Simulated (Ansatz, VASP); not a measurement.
Sb2PbO in VASP and in Ansatz

Contents of INCAR:

```
SYSTEM = Sb2PbO
PREC = Accurate ; ENCUT = 600
EDIFF = 1E-7 ; ISMEAR = 0
SIGMA = 0.1 ; LREAL = .False.
LASPH = .True. ; NELM = 100
ALGO = Normal ; ISIF = 3
LWAVE = .False. ; LCHARG = .False.
GGA = PE ; IBRION = 2
NSW = 100 ; EDIFFG = -0.01
```

Contents of KPOINTS:

```
regular mesh
0
Gamma
  12 12 10
  0 0 0
```

The input POSCAR:

```
Sb2PbO
1.0
    5.0567422726      0.0000000000      0.0000000000
   -2.5283711363      4.3792672685      0.0000000000
    0.0000000000      0.0000000000      4.7971744443
Sb Pb O
2 1 1
Direct
    0.3333333333      0.6666666667      0.5000000000
    0.6666666667      0.3333333333      0.5000000000
    0.0000000000      0.0000000000      0.0000000000
    0.0000000000      0.0000000000      0.5000000000
```

Input for Ansatz:

```yaml
crystal:
  lattice:
    - [5.0567422726, 0.0, 0.0]
    - [-2.5283711363, 4.3792672685, 0.0]
    - [0.0, 0.0, 4.7971744443]
  atoms:
    - { symbol: Sb, position: [0.3333333333, 0.6666666667, 0.5] }
    - { symbol: Sb, position: [0.6666666667, 0.3333333333, 0.5] }
    - { symbol: Pb, position: [0.0, 0.0, 0.0] }
    - { symbol: O, position: [0.0, 0.0, 0.5] }
basis:
  ecutwfc: 420
kpoints:
  mp_grid: { grid: [12, 12, 10] }
hamiltonian:
  xc: pbe
scf:
  occupations: { method: gaussian, width: 0.1 }
output:
  forces: true
  stress: true
  eigenvalues: true
  write_density: true
  write_potential: true
  elf: true
  volumetric_format: npy
relax:
  adjacent_minimum: "off"
  f_tol: 0.01
  max_steps: 80
  cell: { stress_tol: 0.05 }
```

Alike in both runs: task relaxation of cell and atoms; functional PBE; k mesh 12 × 12 × 10; occupations gaussian, width 0.1 eV; no spin polarisation.

```csv
,VASP,Ansatz
version,VASP 6.6.1,Ansatz 0.2.0
potentials or method,"VASP PAW PBE potentials, release 64 (Sb, Pb_d, O)","scalar-relativistic, plane waves, PAW"
plane-wave cutoff (eV),600,420
valence electrons in the cell,30,50
```

|  | VASP | Ansatz | Ansatz less VASP |
| --- | --- | --- | --- |
| gap on the k mesh at the Fermi level, each at its own relaxed structure (eV) | none | none | - |
| relaxed volume (Å³/atom) | 26.47 | 26.53 | +0.056 |
| relaxed cell length with the largest relative difference (Å) | 5.044 | 5.051 | +0.0073 |

A gap of «none» marks a metal or a gap that the smearing closes. The two sets of potentials don't hold the same shells in valence.

Spin-orbit coupling is left out, which matters for the levels of Pb, Sb.
